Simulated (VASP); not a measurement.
# Na4NO (P4/mmm) in VASP: reference runs

Reference runs on Na4NO: the cell as given and a disturbed copy.

All numbers are computed with VASP 6.6.1; they aren't measurements. Logs are shortened: lines on timing, memory, paths and dates and some standing lists are left out, and cuts for length are marked.

### 1 Starting point

The structure is tetragonal, space group P4/mmm (No. 123). The conventional cell has a = 4.015 Å, b = 4.015 Å, c = 5.875 Å, α = 90.00°, β = 90.00°, γ = 90.00°. Na (site symmetry 2mm) is surrounded by 2 O at 2.45 Å and 2 N at 2.53 Å and 1 Na at 2.80 Å. O (site symmetry 4/mmm) is surrounded by 8 Na at 2.45 Å. N (site symmetry 4/mmm) has 8 Na at 2.53 Å as nearest neighbours.

The cell comes from a database or a generator and needn't be the stable form of this composition.

### 2 Single point, PBE

File INCAR:

```
SYSTEM = Na4NO
PREC = Accurate
ENCUT = 520
EDIFF = 1E-7
ISMEAR = -1
SIGMA = 0.05
LREAL = .False.
LASPH = .True.
NELM = 60
ALGO = Normal
ISIF = 2
LWAVE = .False.
LCHARG = .False.
GGA = PE
NBANDS = 28
```

File KPOINTS:

```
Automatic mesh
0
Gamma
  7 7 5
  0 0 0
```

File POSCAR:

```
Na4NO
1.0
    4.0146640000      0.0000000000      0.0000000000
    0.0000000000      4.0146640000      0.0000000000
    0.0000000000      0.0000000000      5.8748600000
Na O N
4 1 1
Direct
    0.5000000000      0.0000000000      0.2619240000
    0.0000000000      0.5000000000      0.7380760000
    0.5000000000      0.0000000000      0.7380760000
    0.0000000000      0.5000000000      0.2619240000
    0.5000000000      0.5000000000      0.5000000000
    0.0000000000      0.0000000000      0.0000000000
```

Potentials or basis: VASP PAW PBE potentials, release 64 (Na_pv, O, N).

Command:

```sh
> cat potpaw_PBE.64/Na_pv/POTCAR potpaw_PBE.64/O/POTCAR potpaw_PBE.64/N/POTCAR > POTCAR
> mpirun -np 1 vasp_std > vasp.out
```

OUTCAR:

```text
SYSTEM = Na4NO
   PREC = Accurate
   ENCUT = 520
   EDIFF = 1E-7
   ISMEAR = -1
   LREAL = .False.
   LASPH = .True.
   NELM = 60
   ISIF = 2
   GGA = PE

 ion  position               nearest neighbor table
   1  0.500  0.000  0.262-
   2  0.000  0.500  0.738-
   3  0.500  0.000  0.738-
   4  0.000  0.500  0.262-
   5  0.500  0.500  0.500-
   6  0.000  0.000  0.000-

  LATTYP: Found a simple tetragonal cell.
 ALAT       =     4.0146640000
 C/A-ratio  =     1.4633503576

  Lattice vectors:

 A1 = (   4.0146640000,   0.0000000000,   0.0000000000)
 A2 = (   0.0000000000,   4.0146640000,   0.0000000000)
 A3 = (   0.0000000000,   0.0000000000,   5.8748600000)

Analysis of symmetry for initial positions (statically):
=====================================================================
 Subroutine PRICEL returns:
 Original cell was already a primitive cell.

 Routine SETGRP: Setting up the symmetry group for a
 simple tetragonal supercell.

 Subroutine GETGRP returns: Found 16 space group operations
 (whereof 16 operations were pure point group operations)
 out of a pool of 16 trial point group operations.

The static configuration has the point symmetry D_4h.

Analysis of symmetry for dynamics (positions and initial velocities):
=====================================================================
 Subroutine PRICEL returns:
 Original cell was already a primitive cell.

 Routine SETGRP: Setting up the symmetry group for a
 simple tetragonal supercell.

 Subroutine GETGRP returns: Found 16 space group operations
 (whereof 16 operations were pure point group operations)
 out of a pool of 16 trial point group operations.

The dynamic configuration has the point symmetry D_4h.

 Subroutine INISYM returns: Found 16 space group operations
 (whereof 16 operations are pure point group operations),
 and found     1 'primitive' translations

----------------------------------------------------------------------------------------

                                     Primitive cell

  volume of cell :      94.6882

  direct lattice vectors                    reciprocal lattice vectors
     4.014664000  0.000000000  0.000000000     0.249086848  0.000000000  0.000000000
     0.000000000  4.014664000  0.000000000     0.000000000  0.249086848  0.000000000
     0.000000000  0.000000000  5.874860000     0.000000000  0.000000000  0.170216822

  length of vectors
     4.014664000  4.014664000  5.874860000     0.249086848  0.249086848  0.170216822

  position of ions in fractional coordinates (direct lattice)
     0.500000000  0.000000000  0.261924000
     0.000000000  0.500000000  0.738076000
     0.500000000  0.000000000  0.738076000
     0.000000000  0.500000000  0.261924000
     0.500000000  0.500000000  0.500000000
     0.000000000  0.000000000  0.000000000

  ion indices of the primitive-cell ions
   primitive index   ion index
                 1           1
                 2           2
                 3           3
                 4           4
                 5           5
                 6           6

----------------------------------------------------------------------------------------

 KPOINTS: Automatic mesh

Automatic generation of k-mesh.
 Grid dimensions read from file:
 generate k-points for:    7    7    5

 Generating k-lattice:

  Cartesian coordinates                     Fractional coordinates (reciprocal lattice)
     0.035583835  0.000000000  0.000000000     0.142857143  0.000000000  0.000000000
     0.000000000  0.035583835  0.000000000     0.000000000  0.142857143  0.000000000
     0.000000000  0.000000000  0.034043364     0.000000000  0.000000000  0.200000000

  Length of vectors
     0.035583835  0.035583835  0.034043364

  Shift w.r.t. Gamma in fractional coordinates (k-lattice)
     0.000000000  0.000000000  0.000000000

 Subroutine IBZKPT returns following result:
 ===========================================

 Found     30 irreducible k-points:

 Following reciprocal coordinates:
            Coordinates               Weight
  0.000000  0.000000  0.000000      1.000000
  0.142857  0.000000  0.000000      4.000000
  0.285714  0.000000  0.000000      4.000000
  0.428571  0.000000  0.000000      4.000000
  0.142857  0.142857  0.000000      4.000000
  0.285714  0.142857  0.000000      8.000000
[... 16 lines left out ...]
  0.285714  0.000000  0.400000      8.000000
  0.428571  0.000000  0.400000      8.000000
 [... further k-points ...]
   k-points           NKPTS =     30   k-points in BZ     NKDIM =     30   number of bands    NBANDS=     28
   number of dos      NEDOS =    301   number of ions     NIONS =      6
   total plane-waves  NPLWV =  43200
   dimension x,y,z NGX =    30 NGY =   30 NGZ =   48
   dimension x,y,z NGXF=    60 NGYF=   60 NGZF=   96
   ions per type =               4   1   1
   NGX,Y,Z   is equivalent  to a cutoff of  12.42, 12.42, 13.58 a.u.
   NGXF,Y,Z  is equivalent  to a cutoff of  24.85, 24.85, 27.17 a.u.
 SYSTEM =  Na4NO
   PREC   = accura    normal or accurate (medium, high low for compatibility)
   ISTART =      0    job   : 0-new  1-cont  2-samecut
   ICHARG =      2    charge: 1-file 2-atom 10-const
   ISPIN  =      1    spin polarized calculation?
   LNONCOLLINEAR =      F non collinear calculations
   LSORBIT =      F    spin-orbit coupling
   LASPH  =      T    aspherical Exc in radial PAW
   ENCUT  =  520.0 eV  38.22 Ry    6.18 a.u.   7.46  7.46 10.92*2*pi/ulx,y,z
   NELM   =     60;   NELMIN=  2; NELMDL= -5     # of ELM steps
   EDIFF  = 0.1E-06   stopping-criterion for ELM
   LREAL  =      F    real-space projection
   EDIFFG = 0.1E-05   stopping-criterion for IOM
   NSW    =      0    number of steps for IOM
   IBRION =     -1    ionic relax: 0-MD 1-quasi-New 2-CG
   NFREE  =      0    steps in history (QN), initial steepest desc. (CG)
   ISIF   =      2    stress and relaxation
   ISYM   =      2    0-nonsym 1-usesym 2-fastsym
   POTIM  = 0.5000    time-step for ionic-motion
   TEBEG  =    0.0;   TEEND  =   0.0 temperature during run
   PSTRESS=    0.0 pullay stress
   NELECT =      39.0000    total number of electrons
   NUPDOWN=      -1.0000    fix difference up-down
   EMIN   =  10.00;   EMAX   =-10.00  energy-range for DOS
   EFERMI =   0.00;   METHOD = LEGACY
   ISMEAR =    -1;   SIGMA  =   0.05  broadening in eV -4-tet -1-fermi 0-gaus
   EFERMI_NEDOS =   21; number of points for ismear=-14 and -15
   IALGO  =     38    algorithm
   IMIX   =      4    mixing-type and parameters
     AMIX     =   0.40;   BMIX     =  1.00
     AMIX_MAG =   1.60;   BMIX_MAG =  1.00
  volume/ion in A,a.u.               =      15.78       106.50
  Fermi-wavevector in a.u.,A,eV,Ry     =   1.218048  2.301777 20.186159  1.483641
  Thomas-Fermi vector in A             =   2.353348
   LORBIT       =      0    0 simple, 1 ext, 2 COOP (PROOUT), +10 PAW based schemes
   GGA     = PE    functional components
   LHFCALC =     F    Hartree Fock is set to
   AEXX    =    0.0000 exact exchange contribution
   IVDW    =     0    specifies the selected vdW correction
   LEPSILON=     F    determine dielectric tensor
   LRPA    =     F    only Hartree local field effects (RPA)
 non-spin polarized calculation
  energy-cutoff  :      520.00
  volume of cell :       94.69
 maximum number of plane-waves:      2586
 NGX is ok and might be reduce to    30
   NGX = 15   NGY = 15   NGZ = 21

 number of electron      38.9999940 magnetization

 Free energy of the ion-electron system (eV)
  ---------------------------------------------------
  ext. energy  EPLUGINS =         0.00000000
  ---------------------------------------------------
  free energy    TOTEN  =       -20.47048522 eV

  energy without entropy =      -20.41498040  energy(sigma->0) =      -20.44273281

 E-fermi :   0.6546     XC(G=0):  -8.5864

 val. band max:        0.6518925470   @ k =   0.4286   0.1429   0.4000
 cond. band min:       0.6724440730   @ k =   0.4286   0.1429   0.2000
 fundamental gap:      0.0205515260
 Fermi energy:         0.6545542626

 k-point     1 :       0.0000    0.0000    0.0000
  band No.  band energies     occupation
      1     -22.0074      2.00000
      2     -21.9779      2.00000
      3     -21.9779      2.00000
      4     -21.9441      2.00000
      5     -21.9441      2.00000
      6     -21.9046      2.00000
[... 20 lines left out ...]
     27      11.9483      0.00000
     28      11.9503      0.00000

 k-point     2 :       0.1429    0.0000    0.0000
  band No.  band energies     occupation
      1     -22.0026      2.00000
      2     -21.9703      2.00000
      3     -21.9675      2.00000
      4     -21.9367      2.00000
      5     -21.9344      2.00000
      6     -21.9087      2.00000
[... 20 lines left out ...]
     27      11.1931      0.00000
     28      11.6275      0.00000

 k-point     3 :       0.2857    0.0000    0.0000
  band No.  band energies     occupation
      1     -21.9876      2.00000
      2     -21.9491      2.00000
      3     -21.9386      2.00000
      4     -21.9206      2.00000
      5     -21.9150      2.00000
      6     -21.9077      2.00000
[... 20 lines left out ...]
     27      10.8180      0.00000
     28      11.3541      0.00000

 k-point     4 :       0.4286    0.0000    0.0000
  band No.  band energies     occupation
      1     -21.9648      2.00000
      2     -21.9401      2.00000
      3     -21.9164      2.00000
      4     -21.8990      2.00000
      5     -21.8828      2.00000
      6     -21.8714      2.00000
[... 20 lines left out ...]
     27      10.6534      0.00000
     28      10.7914      0.00000

 k-point     5 :       0.1429    0.1429    0.0000
  band No.  band energies     occupation
      1     -22.0014      2.00000
      2     -21.9841      2.00000
      3     -21.9522      2.00000
      4     -21.9345      2.00000
      5     -21.9122      2.00000
      6     -21.9037      2.00000
[... 20 lines left out ...]
     27      11.3007      0.00000
     28      11.3513      0.00000

 k-point     6 :       0.2857    0.1429    0.0000
  band No.  band energies     occupation
      1     -21.9965      2.00000
      2     -21.9749      2.00000
      3     -21.9503      2.00000
      4     -21.9229      2.00000
      5     -21.8901      2.00000
      6     -21.8699      2.00000
[... 463 lines left out ...]
      5     -21.9457      2.00000
      6     -21.8587      2.00000
[... 20 lines left out ...]
     27      11.0728      0.00000
     28      11.1692      0.00000

 k-point    22 :       0.1429    0.0000    0.4000
  band No.  band energies     occupation
      1     -21.9633      2.00000
      2     -21.9586      2.00000
      3     -21.9463      2.00000
      4     -21.9434      2.00000
      5     -21.9398      2.00000
      6     -21.8620      2.00000
[... 20 lines left out ...]
     27      10.9359      0.00000
     28      11.3897      0.00000

 k-point    23 :       0.2857    0.0000    0.4000
  band No.  band energies     occupation
      1     -21.9454      2.00000
      2     -21.9303      2.00000
      3     -21.9258      2.00000
      4     -21.9246      2.00000
      5     -21.9161      2.00000
      6     -21.8717      2.00000
[... 20 lines left out ...]
     27      10.6252      0.00000
     28      10.8915      0.00000

 k-point    24 :       0.4286    0.0000    0.4000
  band No.  band energies     occupation
      1     -21.9181      2.00000
      2     -21.9041      2.00000
      3     -21.8978      2.00000
      4     -21.8912      2.00000
      5     -21.8836      2.00000
      6     -21.8792      2.00000
[... 20 lines left out ...]
     27      10.3806      0.00000
     28      10.5276      0.00000

 [... further k-points ...]

------------------------ aborting loop because EDIFF is reached ----------------------------------------

  FORCE on cell =-STRESS in cart. coord.  units (eV):
  Direction    XX          YY          ZZ          XY          YZ          ZX
  --------------------------------------------------------------------------------------
  -------------------------------------------------------------------------------------
  Total       -0.1672016     -0.1672016     -0.2614261      0.0000000     -0.0000000      0.0000000
  in kB       -2.8291438     -2.8291438     -4.4234749      0.0000000     -0.0000000      0.0000000
  external PRESSURE =      -3.3605875 kB  Pullay stress =       0.0000000 kB

 VOLUME and BASIS-vectors are now :
 -----------------------------------------------------------------------------
  energy-cutoff  :      520.00
  volume of cell :       94.69
      direct lattice vectors                 reciprocal lattice vectors
     4.014664000  0.000000000  0.000000000     0.249086848  0.000000000  0.000000000
     0.000000000  4.014664000  0.000000000     0.000000000  0.249086848  0.000000000
     0.000000000  0.000000000  5.874860000     0.000000000  0.000000000  0.170216822

 POSITION                                       TOTAL-FORCE (eV/Angst)
 -----------------------------------------------------------------------------------
      2.00733      0.00000      1.53877         0.000000     -0.000000     -0.071506
      0.00000      2.00733      4.33609         0.000000      0.000000      0.071506
      2.00733      0.00000      4.33609        -0.000000     -0.000000      0.071506
      0.00000      2.00733      1.53877        -0.000000      0.000000     -0.071506
      2.00733      2.00733      2.93743        -0.000000      0.000000      0.000000
      0.00000      0.00000      0.00000        -0.000000      0.000000      0.000000
 -----------------------------------------------------------------------------------
    total drift:                                0.000000      0.000000     -0.000000

  FREE ENERGIE OF THE ION-ELECTRON SYSTEM (eV)
  ---------------------------------------------------
  free  energy   TOTEN  =       -20.4704852200 eV

  energy  without entropy=      -20.4149803999  energy(sigma->0) =      -20.44273281
```

Wall time 42 s (1 thread of AMD EPYC 9R45 (Zen 5), shared host); peak memory 0.2 GiB.

What came out:

- Free energy: -20.4705 eV
- Pressure: -0.3 GPa
- Largest force: 0.072 eV/Å
- Band gap on the k mesh: none (metal or under the smearing width)

Forces in eV/Å, atoms in the order of the input:
```
Na   0.000  0.000 -0.072
Na   0.000  0.000  0.072
Na   0.000  0.000  0.072
Na   0.000  0.000 -0.072
O    0.000  0.000  0.000
N    0.000  0.000  0.000
```

Caveat: an odd number of electrons without spin polarisation forces a metal; a magnetic or distorted state may lie lower.

(Part 1 of 2 ends here.)
